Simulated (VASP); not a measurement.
An input for Quantum ESPRESSO's pw.x (written as the equivalent of a VASP run, and not itself run):

```
&CONTROL
  calculation = 'scf'
  pseudo_dir = './pseudo'
  outdir = './out'
  tprnfor = .true.
  tstress = .true.
/
&SYSTEM
  ibrav = 0
  nat = 2
  ntyp = 2
  ecutwfc = 82
  occupations = 'smearing'
  smearing = 'gaussian'
  degauss = 0.003675
  input_dft = 'pbe'
/
&ELECTRONS
  conv_thr = 7.3e-08
  electron_maxstep = 100
/
ATOMIC_SPECIES
  Ag 107.868 Ag.upf
  I 126.904 I.upf
CELL_PARAMETERS angstrom
     0.0000000    3.2809300    3.3294800
     3.2986050    0.0000000    3.3294800
     3.2986050    3.2809300    0.0000000
ATOMIC_POSITIONS crystal
  Ag   0.0000000  0.0000000  0.0000000
  I    0.2443080  0.2556920  0.2556920
K_POINTS automatic
  6 6 6 0 0 0
```

### Question
Translate this input to VASP (INCAR, KPOINTS, POSCAR, choice of POTCAR).

### Answer
One answer among several that fit: 
File POSCAR:
```
AgI
3.329480
  0.0000000000   0.9854181434   1.0000000000
  0.9907267802   0.0000000000   1.0000000000
  0.9907267802   0.9854181434   0.0000000000
Ag I
1 1
Cartesian
  0.0000000000   0.0000000000   0.0000000000
  0.5066418237   0.4927090717   0.5000000000
```

**INCAR**
```
ALGO  =  Normal
AMIX  =  0.1
BMIX  =  3.0
EDIFF  =  1E-6
ENCUT  =  400
GGA  =  PE
IMIX  =  1
ISIF  =  2
ISMEAR  =  0
LASPH  =  .TRUE.
LCHARG  =  .FALSE.
LMAXMIX  =  4
LREAL  =  .FALSE.
LWAVE  =  .FALSE.
NELM  =  100
PREC  =  Accurate
SIGMA  =  0.05
SYSTEM  =  AgI
```

### KPOINTS
```
kpoints
0
Gamma
6 6 6
```

POTCAR, in this order: Ag I (PBE.64 set). Program: vasp_std.

Limits of the translation: the potentials are each code's own (VASP's PAW set, PseudoDojo norm-conserving files in pw.x), so ENCUT and ecutwfc are chosen apart and not converted; conv_thr bounds pw.x's estimated SCF error, while EDIFF bounds the energy change between steps.

The compound is AgI in the zinc blende structure, whereas wurtzite is the usual form. The cell was not relaxed at this level, atoms are displaced from their ideal sites. The run is one of a series of settings (AMIX = 0.1, BMIX = 3.0, IMIX = 1 against the base run), some of them coarse on purpose.
